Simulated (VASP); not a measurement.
Data:

```
MoSe2
1.0
    1.62511    -2.81477     0.00000
    1.62511     2.81477     0.00000
    0.00000     0.00000    12.70507
Mo Se
2 4
Direct
  0.33333   0.66667   0.25000
  0.66667   0.33333   0.75000
  0.33333   0.66667   0.88068
  0.66667   0.33333   0.38068
  0.66667   0.33333   0.11932
  0.33333   0.66667   0.61932
```

Level of theory: LDA (Ceperley-Alder, Perdew-Zunger), VASP's LDA PAW potentials (set 64) (plane waves; VASP). Settings: 400 eV cut-off, 18×18×4 Γ-centred mesh, Gaussian smearing of 0.010 eV, potentials Mo_sv Se.

Q: What does the run give for the energy per atom (σ→0)?

A: 
```yaml
energy per atom (σ→0): -7.544 eV/atom
```

Total energies compare only between runs with the same potentials, cut-off and functional.

The compound is MoSe2 in the 2H layered structure. It was relaxed first.
